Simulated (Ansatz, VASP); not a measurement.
# Cross-check of Ta (generalised stacking fault on (110) of Ta) between VASP and Ansatz, part 2 of 2

Aim: how closely do two programs agree when they are given the same cell, functional and k mesh? The cell is taken from a series of runs on this material, whose earlier steps may have relaxed, scaled, displaced or heated it; both programs get it as it stands.

VASP 6.6.1 and Ansatz 0.2.0.

So far. Step 2 (VASP: single point, PBE, pair 1): The run ends at a pressure of 0.91 GPa, with forces up to 0.50 eV/Å.

### 5. VASP: single point, PBE, pair 2

Level of this step: PBE; plane waves and PAW (Ta_pv) (VASP).

With cell and atoms fixed, the geometry can't cause a difference; cores, projectors, grids and the points listed under the comparison can.

Contents of INCAR:

```
SYSTEM = Ta
PREC = Accurate
ENCUT = 500
EDIFF = 1E-06
NELM = 120
ISMEAR = -1
SIGMA = 0.1
LREAL = .FALSE.
ALGO = Normal
GGA = PE
NBANDS = 81
LASPH = .TRUE.
LORBIT = 11
LWAVE = .FALSE.
LCHARG = .FALSE.
ISIF = 2
GGA_COMPAT = .FALSE.
KPAR = 2
```

Contents of POSCAR:

```
Ta
1.0
    2.8752000000      0.0000000000      0.0000000000
   -0.9584000000      2.7107700000      0.0000000000
    0.9584000000      0.0000000000     28.1711300000
Ta
12
Direct
    0.9401300000      0.0000000000      0.1796000000
    0.4125200000      0.5000000000      0.2624400000
    0.8849700000      0.0000000000      0.3450500000
    0.3572500000      0.5000000000      0.4282500000
    0.8295700000      0.0000000000      0.5112800000
    0.3019000000      0.5000000000      0.5942900000
    0.7742200000      0.0000000000      0.6773500000
    0.2465500000      0.5000000000      0.7603600000
    0.7188700000      0.0000000000      0.8433900000
    0.1911500000      0.5000000000      0.9265900000
    0.6636000000      0.0000000000      0.0092000000
    0.1359900000      0.5000000000      0.0920400000
```

Contents of KPOINTS:

```
Automatic mesh
0
Gamma
10 10 1
0 0 0
```

The projector-augmented-wave data sets are Ta_pv (PBE family, release 64).

Run with:

```
$ mpirun -np 2 vasp_std
```

Numbers of over 12 decimals in the logs are rounded to 6 here.

The program printed:

```text
[... set-up lines as in an earlier step ...]
 entering main loop
       N       E                     dE             d eps       ncg     rms          rms(c)
DAV:   1     0.142108950399E+04    0.14211E+04   -0.71000E+04  8424   0.166E+03
DAV:   2    -0.673261037009E+02   -0.14884E+04   -0.14483E+04  8890   0.514E+02
DAV:   3    -0.144689936441E+03   -0.77364E+02   -0.72579E+02 10448   0.996E+01
DAV:   4    -0.147324965171E+03   -0.26350E+01   -0.25697E+01 10024   0.160E+01
[...]
DAV:  23    -0.141700448756E+03    0.46648E-05   -0.38081E-04 10512   0.772E-02    0.273E-02
DAV:  24    -0.141700448261E+03    0.49428E-06   -0.48269E-05  9568   0.298E-02    0.229E-02
DAV:  25    -0.141700447846E+03    0.41523E-06   -0.75233E-06  8400   0.159E-02
   1 F= -.14170045E+03 E0= -.14144654E+03  d E =-.507822E+00
```

Parts of OUTCAR (step 5):

```text
  Total        0.8096939      1.5455006      2.0799173     -0.6450618     -0.0209890     -0.4315785
  in kB        5.9083532     11.2775499     15.1771998     -4.7070293     -0.1531574     -3.1492371
  external PRESSURE =      10.7877010 kB  Pullay stress =       0.0000000 kB

 POSITION                                       TOTAL-FORCE (eV/Angst)
 -----------------------------------------------------------------------------------
      2.87519      0.00000      5.05953        -0.309008     -0.219015     -0.000684
      0.95840      1.35539      7.39323         0.064095      0.094730      0.001763
      2.87516      0.00000      9.72045        -0.011270     -0.024696     -0.006474
      0.95840      1.35539     12.06429         0.001926      0.006558      0.001580
      2.87519      0.00000     14.40334        -0.008958     -0.003433     -0.001204
      0.95839      1.35539     16.74182         0.006795      0.007524      0.004105
      2.87521      0.00000     19.08171        -0.006795     -0.007524     -0.004105
      0.95841      1.35539     21.42020         0.008958      0.003433      0.001204
      2.87520      0.00000     23.75925        -0.001926     -0.006558     -0.001580
      0.95844      1.35539     26.10309         0.011270      0.024696      0.006474
      1.91680      0.00000      0.25917        -0.064095     -0.094730     -0.001763
      0.00001      1.35539      2.59287         0.309008      0.219015      0.000684
 -----------------------------------------------------------------------------------
    total drift:                               -0.000001      0.000001      0.000002

  FREE ENERGIE OF THE ION-ELECTRON SYSTEM (eV)
  ---------------------------------------------------
  free  energy   TOTEN  =      -141.7004478461 eV

  energy  without entropy=     -141.1926263007  energy(sigma->0) =     -141.44653707

[... 1 part as in an earlier step ...]

[... 2 further parts left out ...]
[key lines of the parts left out:]
E-fermi :   5.3969
```

The run ends at a pressure of 1.08 GPa, with forces up to 0.38 eV/Å.

### 6. Ansatz: single point, PBE, pair 2

The same cell, functional, mesh and smearing now go to Ansatz, which takes its cutoff from its data sets.

The cell is taken from a series of runs on this material, whose earlier steps may have relaxed, scaled, displaced or heated it; both programs get it as it stands.

Contents of input.yaml:

```yaml
crystal:
  lattice:
    - [2.8752, 0.0, 0.0]
    - [-0.9584, 2.71077, 0.0]
    - [0.9584, 0.0, 28.17113]
  atoms:
    - { symbol: Ta, position: [0.94013, 0.0, 0.1796] }
    - { symbol: Ta, position: [0.41252, 0.5, 0.26244] }
    - { symbol: Ta, position: [0.88497, 0.0, 0.34505] }
    - { symbol: Ta, position: [0.35725, 0.5, 0.42825] }
    - { symbol: Ta, position: [0.82957, 0.0, 0.51128] }
    - { symbol: Ta, position: [0.3019, 0.5, 0.59429] }
    - { symbol: Ta, position: [0.77422, 0.0, 0.67735] }
    - { symbol: Ta, position: [0.24655, 0.5, 0.76036] }
    - { symbol: Ta, position: [0.71887, 0.0, 0.84339] }
    - { symbol: Ta, position: [0.19115, 0.5, 0.92659] }
    - { symbol: Ta, position: [0.6636, 0.0, 0.0092] }
    - { symbol: Ta, position: [0.13599, 0.5, 0.09204] }
kpoints:
  mp_grid: { grid: [10, 10, 1] }
hamiltonian:
  xc: pbe
scf:
  occupations: { method: fermi_dirac, width: 0.1 }
output:
  forces: true
  stress: true
  populations: true
  dos:
    method: { smearing: { sigma: 0.08 } }
    de: 0.1
    projected: { site_lists: { Ta: [Ta] } }
  eigenvalues: true
  write_density: true
  write_potential: true
  volumetric_format: npy
```

Run with:

```
$ ansatz run input.yaml --threads 5 --pin off --max-ram 81920MiB --backend cuda --events-out ev --progress --plain --runs-dir out
```

The program printed:

```text
[...]
GPU FFT provider: cuFFT
GPU libraries: cuBLAS 13.8.2, cuFFT 12.4.0, cuSOLVER 12.3.4
Crystal: 12 atoms, lattice volume = 219.566 Å³
Basis set: ecut = 420 eV, 4299 PW (Γ), exchange–correlation on 40×40×384 points (8 copies of the dense FFT grid, shifted against one another)
Bands: 94, of which v1, the nominal top of the filled ones, is band 78 counted from 1 (77 counted from 0)
[...]
--- Löwdin populations: 12 sites ---
  site symbol       q [e]
     0     Ta     12.9134
     1     Ta     12.9023
     2     Ta     12.9107
     3     Ta     12.9072
     4     Ta     12.9079
     5     Ta     12.9079
     6     Ta     12.9079
     7     Ta     12.9079
     8     Ta     12.9072
     9     Ta     12.9107
    10     Ta     12.9023
    11     Ta     12.9134
  spilling = 0.007059 (of n_electrons = 156.000000)
[key lines of the parts left out:]
SCF converged after 7 iterations
Free energy (F): -119186.957287 eV
Fermi energy:    18.347665 eV
P = ⅓ Tr σ = 0.9845 GPa (9.845 kbar)
```

### 7. Side by side

What differs besides the data sets and the points named for the pairs above, as far as they apply: the data sets hold 156 valence electrons in Ansatz (on its default PAW (the set named soft_2) files) and 132 in VASP. Total energies have different zeros and are not compared.

Compared:

| quantity | Ansatz | VASP | difference |
| --- | --- | --- | --- |
| pressure (GPa) | 0.98 | 1.08 | -0.09 |

Forces on 7 of the 12 atoms, those with the largest forces and the largest differences (eV/Å; atoms numbered as in POSCAR):

| atom | Ansatz x, y, z | VASP x, y, z |
| --- | --- | --- |
| Ta1 | -0.311, -0.219, 0.002 | -0.309, -0.219, -0.001 |
| Ta2 | 0.064, 0.095, 0.003 | 0.064, 0.095, 0.002 |
| Ta3 | -0.011, -0.025, -0.006 | -0.011, -0.025, -0.006 |
| Ta7 | -0.007, -0.007, -0.004 | -0.007, -0.008, -0.004 |
| Ta10 | 0.011, 0.025, 0.006 | 0.011, 0.025, 0.006 |
| Ta11 | -0.064, -0.095, -0.003 | -0.064, -0.095, -0.002 |
| Ta12 | 0.311, 0.219, -0.002 | 0.309, 0.219, 0.001 |

The forces differ by 0.8 meV/Å r.m.s., which is 0.8 % of the r.m.s. force of 0.094 eV/Å (both taken over all components). VASP's last cycles still show a density residual of 2e-03, so its state may not be settled.

### 8. VASP: single point, PBE, pair 3

A single point gives forces, pressure and levels at one fixed geometry, so differences don't come from the geometry; what else differs is listed under the comparison.

INCAR is that of step 5.

Contents of POSCAR:

```
Ta
1.0
    2.8752000000      0.0000000000      0.0000000000
   -0.9584000000      2.7107700000      0.0000000000
    1.1980000000      0.0000000000     28.1711300000
Ta
12
Direct
    0.9250400000      0.0000000000      0.1799100000
    0.3904350000      0.5000000000      0.2629200000
    0.8561050000      0.0000000000      0.3453400000
    0.3214800000      0.5000000000      0.4284500000
    0.7869050000      0.0000000000      0.5113900000
    0.2523550000      0.5000000000      0.5943300000
    0.7177850000      0.0000000000      0.6773100000
    0.1832350000      0.5000000000      0.7602500000
    0.6486600000      0.0000000000      0.8431900000
    0.1140350000      0.5000000000      0.9263000000
    0.5797050000      0.0000000000      0.0087200000
    0.0451000000      0.5000000000      0.0917300000
```

KPOINTS is that of step 5.

Run with:

```
$ mpirun -np 2 vasp_std
```

The program printed:

```text
[... set-up lines as in an earlier step ...]
 entering main loop
       N       E                     dE             d eps       ncg     rms          rms(c)
DAV:   1     0.142820304019E+04    0.14282E+04   -0.70969E+04  8432   0.166E+03
DAV:   2    -0.666858333595E+02   -0.14949E+04   -0.14540E+04  8919   0.516E+02
DAV:   3    -0.144667517285E+03   -0.77982E+02   -0.73159E+02 10483   0.997E+01
DAV:   4    -0.147289625191E+03   -0.26221E+01   -0.25585E+01 10056   0.159E+01
[...]
DAV:  23    -0.141656469921E+03   -0.17940E-04   -0.25275E-04 10656   0.784E-02    0.356E-02
DAV:  24    -0.141656463035E+03    0.68854E-05   -0.41323E-05  9512   0.273E-02    0.286E-02
DAV:  25    -0.141656462179E+03    0.85668E-06   -0.12097E-06  6296   0.358E-03
   1 F= -.14165646E+03 E0= -.14140348E+03  d E =-.505967E+00
```

Parts of OUTCAR (step 8):

```text
  Total        0.9058473      1.5193994      2.4495918     -0.9550827      0.0120825     -0.1595430
  in kB        6.6099865     11.0870889     17.8747222     -6.9692584      0.0881665     -1.1641888
  external PRESSURE =      11.8572659 kB  Pullay stress =       0.0000000 kB

 POSITION                                       TOTAL-FORCE (eV/Angst)
 -----------------------------------------------------------------------------------
      2.87521      0.00000      5.06827        -0.138484     -0.129683     -0.007312
      0.95836      1.35539      7.40675         0.034902      0.055753     -0.005071
      2.87519      0.00000      9.72862        -0.009759     -0.013147     -0.010421
      0.95840      1.35539     12.06992         0.005428      0.002993      0.002989
      2.87515      0.00000     14.40643        -0.008449     -0.003361      0.002264
      0.95838      1.35539     16.74295         0.006230      0.007645      0.004268
      2.87519      0.00000     19.08059        -0.006230     -0.007645     -0.004268
      0.95842      1.35539     21.41710         0.008449      0.003361     -0.002264
      2.87517      0.00000     23.75362        -0.005428     -0.002993     -0.002989
      0.95838      1.35539     26.09492         0.009759      0.013147      0.010421
      1.67721      0.00000      0.24565        -0.034902     -0.055753      0.005071
     -0.23964      1.35539      2.58414         0.138484      0.129683      0.007312
 -----------------------------------------------------------------------------------
    total drift:                                0.000002     -0.000000      0.000007

  FREE ENERGIE OF THE ION-ELECTRON SYSTEM (eV)
  ---------------------------------------------------
  free  energy   TOTEN  =      -141.6564621787 eV

  energy  without entropy=     -141.1504947490  energy(sigma->0) =     -141.40347846

[... 1 part as in an earlier step ...]

[... 2 further parts left out ...]
[key lines of the parts left out:]
E-fermi :   5.3995
```

The run ends at a pressure of 1.19 GPa, with forces up to 0.19 eV/Å.

### 9. Ansatz: single point, PBE, pair 3

The same cell, functional, mesh and smearing now go to Ansatz, which takes its cutoff from its data sets.

The cell is taken from a series of runs on this material, whose earlier steps may have relaxed, scaled, displaced or heated it; both programs get it as it stands.

input.yaml, the sections that differ from step 6:

```yaml
crystal:
  lattice:
    - [2.8752, 0.0, 0.0]
    - [-0.9584, 2.71077, 0.0]
    - [1.198, 0.0, 28.17113]
  atoms:
    - { symbol: Ta, position: [0.92504, 0.0, 0.17991] }
    - { symbol: Ta, position: [0.39044, 0.5, 0.26292] }
    - { symbol: Ta, position: [0.85611, 0.0, 0.34534] }
    - { symbol: Ta, position: [0.32148, 0.5, 0.42845] }
    - { symbol: Ta, position: [0.78691, 0.0, 0.51139] }
    - { symbol: Ta, position: [0.25236, 0.5, 0.59433] }
    - { symbol: Ta, position: [0.71779, 0.0, 0.67731] }
    - { symbol: Ta, position: [0.18324, 0.5, 0.76025] }
    - { symbol: Ta, position: [0.64866, 0.0, 0.84319] }
    - { symbol: Ta, position: [0.11404, 0.5, 0.9263] }
    - { symbol: Ta, position: [0.57971, 0.0, 0.00872] }
    - { symbol: Ta, position: [0.0451, 0.5, 0.09173] }
# kpoints, hamiltonian, scf, output: as in step 6
```

Run with:

```
$ ansatz run input.yaml --threads 5 --pin off --max-ram 81920MiB --backend cuda --events-out ev --progress --plain --runs-dir out
```

The program printed:

```text
[...]
GPU FFT provider: cuFFT
GPU libraries: cuBLAS 13.8.2, cuFFT 12.4.0, cuSOLVER 12.3.4
Crystal: 12 atoms, lattice volume = 219.566 Å³
Basis set: ecut = 420 eV, 4309 PW (Γ), exchange–correlation on 40×40×384 points (8 copies of the dense FFT grid, shifted against one another)
[...]
--- Löwdin populations: 12 sites ---
  site symbol       q [e]
     0     Ta     12.9164
     1     Ta     12.9007
     2     Ta     12.9109
     3     Ta     12.9071
     4     Ta     12.9080
     5     Ta     12.9081
     6     Ta     12.9081
     7     Ta     12.9080
     8     Ta     12.9071
     9     Ta     12.9109
    10     Ta     12.9007
    11     Ta     12.9164
  spilling = 0.007036 (of n_electrons = 156.000000)
[key lines of the parts left out:]
SCF converged after 6 iterations
Free energy (F): -119186.912987 eV
Fermi energy:    18.350191 eV
P = ⅓ Tr σ = 1.0849 GPa (10.849 kbar)
```

### 10. Side by side

What differs besides the data sets and the points named for the pairs above, as far as they apply: the data sets hold 156 valence electrons in Ansatz (on its default PAW (the set named soft_2) files) and 132 in VASP. Total energies have different zeros and are not compared.

Both answers:

| quantity | Ansatz | VASP | difference |
| --- | --- | --- | --- |
| pressure (GPa) | 1.08 | 1.19 | -0.10 |

Forces on 7 of the 12 atoms, those with the largest forces and the largest differences (eV/Å; atoms numbered as in POSCAR):

| atom | Ansatz x, y, z | VASP x, y, z |
| --- | --- | --- |
| Ta1 | -0.139, -0.129, -0.002 | -0.138, -0.130, -0.007 |
| Ta2 | 0.035, 0.056, -0.002 | 0.035, 0.056, -0.005 |
| Ta3 | -0.010, -0.013, -0.007 | -0.010, -0.013, -0.010 |
| Ta7 | -0.006, -0.008, -0.005 | -0.006, -0.008, -0.004 |
| Ta10 | 0.010, 0.013, 0.007 | 0.010, 0.013, 0.010 |
| Ta11 | -0.035, -0.056, 0.002 | -0.035, -0.056, 0.005 |
| Ta12 | 0.139, 0.129, 0.002 | 0.138, 0.130, 0.007 |

The forces differ by 1.7 meV/Å r.m.s., which is 3.6 % of the r.m.s. force of 0.048 eV/Å (both taken over all components). VASP's last cycles still show a density residual of 3e-03, so its state may not be settled.

### 11. Summary of results

* r.m.s. force difference (single point, PBE, pair 1): 0.5 meV/Å
* r.m.s. force difference (single point, PBE, pair 2): 0.76 meV/Å
* r.m.s. force difference (single point, PBE, pair 3): 1.7 meV/Å

**Reading.** The r.m.s. force difference is 1.7 meV/Å (single point, PBE, pair 3), within the 12 meV/Å picked in this series as the mark of a large difference. The data sets hold unlike numbers of valence electrons (156 in Ansatz and 132 in VASP), so part of the differences comes from the potentials. How closely two codes agree says nothing of how well the functional describes the real material.

[Lines on the potential files, build, host, timing and source positions are cut from VASP's logs without a mark.]

[Logs are printed without paths, hosts, clocks, repeated set-up lines and the standing remarks that a program may print on its own settings, such as how far it seeks lower states.]

[Hosts, paths, dates, database ids (printed as entryN), source tags and the programs' standing remarks are cut or masked in the printed files.]
